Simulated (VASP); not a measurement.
Given:

```xyz
5
Lattice="3.9567 0.0000 0.0000 0.0000 2.8418 2.8551 0.0000 -2.8418 2.8551" Properties=species:S:1:pos:R:3 pbc="T T T"
Ba     0.0000     0.0000     0.0233
Ti     1.9784     0.0000     2.9570
O      1.9784     1.3911     4.1987
O      1.9784    -1.3911     4.1987
O      0.0000     0.0000     2.7831
```

These are PBEsol GGA, VASP's PBE PAW potentials (set 64) (plane waves; VASP) values and carry that method's errors. Settings: 520 eV cut-off, Gaussian smearing of 0.050 eV, potentials Ba_sv Ti_sv O.

Unless said otherwise, spin-orbit coupling is left out, though it shifts the bands of the heavy elements here.

Give the energies of bands 12 to 23 at the high-symmetry points, in eV from the valence-band maximum.

| band | Γ | Y | C0 | Z | A0 | T | S | R |
|---|---|---|---|---|---|---|---|---|
| 12 | -2.31 | -4.25 | -4.25 | -4.00 | -4.45 | -4.45 | -3.98 | -4.29 |
| 13 | -2.31 | -4.11 | -4.11 | -2.82 | -3.76 | -3.76 | -2.80 | -4.13 |
| 14 | -2.27 | -3.74 | -3.74 | -2.79 | -3.74 | -3.74 | -2.78 | -3.76 |
| 15 | -1.41 | -2.79 | -2.79 | -2.26 | -2.47 | -2.47 | -2.23 | -2.88 |
| 16 | -1.34 | -2.77 | -2.77 | -2.21 | -2.43 | -2.43 | -1.94 | -2.75 |
| 17 | -1.15 | -1.66 | -1.66 | -1.76 | -2.40 | -2.40 | -1.91 | -1.72 |
| 18 | -0.50 | -0.94 | -0.94 | -1.63 | -0.16 | -0.16 | -1.74 | -0.94 |
| 19 | -0.48 | -0.87 | -0.87 | -1.16 | -0.02 | -0.02 | -0.94 | -0.92 |
| 20 | -0.39 | -0.25 | -0.25 | -1.02 | 0.00 | 0.00 | -0.79 | -0.09 |
| 21 | 2.11 | 3.72 | 3.72 | 2.51 | 4.29 | 4.29 | 2.35 | 3.77 |
| 22 | 2.33 | 3.77 | 3.77 | 3.68 | 4.32 | 4.32 | 3.72 | 3.79 |
| 23 | 2.39 | 4.05 | 4.05 | 3.84 | 4.43 | 4.43 | 3.74 | 4.13 |

The gap is indirect, 2.11 eV, from the valence maximum at E0-T at 0.57 to the conduction minimum at Γ.

The structure comes from a computed database's BaTiO3 entry (Amm2); how it stands against other phases isn't given here. It was relaxed first.
